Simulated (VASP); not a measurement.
These are PBE GGA with D3 dispersion (zero damping), VASP's PBE PAW potentials (set 64) (plane waves; VASP 6.6.1) values and carry that method's errors.

Input for VASP

**POSCAR**
```
Ge
1
    0.0000000000     2.8658894880     2.8658894880
    2.8658894880    -0.0000000000     2.8658894880
    2.8658894880     2.8658894880     0.0000000000
Ge
2
Direct
  0.0000000000   0.0000000000   0.0000000000
  0.2500000000   0.2500000000   0.2500000000
```

**INCAR**
```
# general
SYSTEM  = Ge
PREC    = Accurate
ENCUT   = 520
LREAL   = .FALSE.
LASPH   = .TRUE.

# electronic loop
EDIFF   = 1E-6
NELM    = 100
ALGO    = Normal
LMAXMIX = 4

# smearing
ISMEAR  = 1
SIGMA   = 0.1

# functional
GGA     = PE
IVDW    = 11

# ions
IBRION  = 2
NSW     = 60
ISIF    = 3
EDIFFG  = -0.01

# output
LWAVE   = .FALSE.
LCHARG  = .FALSE.
```

**KPOINTS**
```
Automatic mesh
0
G
 10 10 10
```

POTCAR, in this order: Ge_d (PBE.64 set). Program: vasp_std.

Output of the run:

File OSZICAR:
```
       N       E                     dE             d eps       ncg     rms          rms(c)
DAV:   1     0.160225018746E+03    0.16023E+03   -0.15448E+04  1738   0.418E+03
DAV:   2     0.114537923429E+02   -0.14877E+03   -0.14616E+03  1716   0.520E+02
DAV:   3    -0.845072656525E+01   -0.19905E+02   -0.19765E+02  1836   0.146E+02
DAV:   4    -0.909654163729E+01   -0.64582E+00   -0.64465E+00  1964   0.301E+01
DAV:   5    -0.910750192444E+01   -0.10960E-01   -0.10958E-01  1890   0.404E+00    0.304E+00
DAV:   6    -0.905884111454E+01    0.48661E-01   -0.21333E-02  1854   0.169E+00    0.182E+00
DAV:   7    -0.902987429671E+01    0.28967E-01   -0.52675E-02  1786   0.234E+00    0.156E-01
DAV:   8    -0.903160364075E+01   -0.17293E-02   -0.68545E-03  1952   0.131E+00    0.575E-02
DAV:   9    -0.903160672101E+01   -0.30803E-05   -0.26416E-04  2192   0.325E-01    0.193E-02
DAV:  10    -0.903164084712E+01   -0.34126E-04   -0.11721E-04  1818   0.164E-01    0.582E-03
DAV:  11    -0.903164223064E+01   -0.13835E-05   -0.11958E-05  2142   0.670E-02    0.203E-03
DAV:  12    -0.903164248177E+01   -0.25113E-06   -0.67356E-07  1344   0.121E-02
   1 F= -.93640697E+01 E0= -.93640747E+01  d E =-.936407E+01
       N       E                     dE             d eps       ncg     rms          rms(c)
DAV:   1    -0.903327911180E+01   -0.16369E-02   -0.16816E-02  2236   0.269E+00    0.201E-01
DAV:   2    -0.903241206447E+01    0.86705E-03   -0.12299E-03  2198   0.724E-01    0.101E-01
DAV:   3    -0.903213384255E+01    0.27822E-03   -0.47933E-04  2228   0.400E-01    0.238E-02
DAV:   4    -0.903211070257E+01    0.23140E-04   -0.56342E-05  2156   0.158E-01    0.517E-03
DAV:   5    -0.903211057923E+01    0.12334E-06   -0.41670E-06  1528   0.405E-02
   2 F= -.93640935E+01 E0= -.93640977E+01  d E =-.237947E-04
       N       E                     dE             d eps       ncg     rms          rms(c)
DAV:   1    -0.903207647132E+01    0.34231E-04   -0.12377E-03  2234   0.723E-01    0.553E-02
DAV:   2    -0.903200989442E+01    0.66577E-04   -0.93900E-05  2188   0.201E-01    0.275E-02
DAV:   3    -0.903198950943E+01    0.20385E-04   -0.35834E-05  2192   0.110E-01    0.653E-03
DAV:   4    -0.903198907931E+01    0.43012E-06   -0.40876E-06  1682   0.426E-02
   3 F= -.93640934E+01 E0= -.93640979E+01  d E =-.237785E-04
       N       E                     dE             d eps       ncg     rms          rms(c)
DAV:   1    -0.903199836926E+01   -0.88598E-05   -0.29399E-03  2236   0.112E+00    0.848E-02
DAV:   2    -0.903184233121E+01    0.15604E-03   -0.21841E-04  2198   0.306E-01    0.424E-02
DAV:   3    -0.903179362512E+01    0.48706E-04   -0.84350E-05  2222   0.168E-01    0.102E-02
DAV:   4    -0.903179185205E+01    0.17731E-05   -0.10123E-05  1954   0.667E-02    0.208E-03
DAV:   5    -0.903179162749E+01    0.22456E-06   -0.71521E-07   850   0.173E-02
   4 F= -.93640837E+01 E0= -.93640884E+01  d E =-.139915E-04
       N       E                     dE             d eps       ncg     rms          rms(c)
DAV:   1    -0.903194454429E+01   -0.15269E-03   -0.74524E-04  2236   0.562E-01    0.426E-02
DAV:   2    -0.903190628182E+01    0.38262E-04   -0.55577E-05  2194   0.155E-01    0.212E-02
DAV:   3    -0.903189370982E+01    0.12572E-04   -0.21410E-05  2124   0.848E-02    0.501E-03
DAV:   4    -0.903189201296E+01    0.16969E-05   -0.22277E-06   926   0.330E-02    0.885E-04
DAV:   5    -0.903189201936E+01   -0.64001E-08   -0.28353E-07   846   0.917E-03
   5 F= -.93640902E+01 E0= -.93640948E+01  d E =-.205037E-04
```

File OUTCAR:
```
------------------------ aborting loop because EDIFF is reached ----------------------------------------
 Edisp (eV)   -0.33220
  FORCE on cell =-STRESS in cart. coord.  units (eV):
  Direction    XX          YY          ZZ          XY          YZ          ZX
  --------------------------------------------------------------------------------------
  Total       0.00998     0.00998     0.00998     0.00000     0.00000    -0.00000
  in kB       0.33940     0.33940     0.33940     0.00000     0.00000    -0.00000
  external pressure =        0.34 kB  Pullay stress =        0.00 kB
  volume of cell :       47.12
      direct lattice vectors                 reciprocal lattice vectors
     0.000000000  2.866851325  2.866851325    -0.174407370  0.174407370  0.174407370
     2.866851325  0.000000000  2.866851325     0.174407370 -0.174407370  0.174407370
     2.866851325  2.866851325 -0.000000000     0.174407370  0.174407370 -0.174407370
 POSITION                                       TOTAL-FORCE (eV/Angst)
 -----------------------------------------------------------------------------------
      0.00000      0.00000      0.00000        -0.000000     -0.000000     -0.000000
      1.43343      1.43343      1.43343         0.000000      0.000000      0.000000
 -----------------------------------------------------------------------------------
    total drift:                                0.000000      0.000000      0.000000
  FREE ENERGIE OF THE ION-ELECTRON SYSTEM (eV)
  ---------------------------------------------------
  free  energy   TOTEN  =        -9.3640901633 eV

  energy  without entropy=       -9.3641040102  energy(sigma->0) =       -9.36409478

 reached required accuracy - stopping structural energy minimisation
```
(Selected blocks of OUTCAR.)

**CONTCAR**
```
Ge
   1.00000000000000
     0.0000000000000000    2.8668513246394074    2.8668513246394074
     2.8668513246394074    0.0000000000000000    2.8668513246394074
     2.8668513246394074    2.8668513246394074   -0.0000000000000000
  Ge
     2
Direct
     0.0000000000000000    0.0000000000000000    0.0000000000000000
     0.2500000000000000    0.2500000000000000    0.2500000000000000
```

The compound is Ge in the diamond structure. This run relaxes it. Symmetry was kept, so distortions that lower it aren't found. The start is the result of an earlier pass.
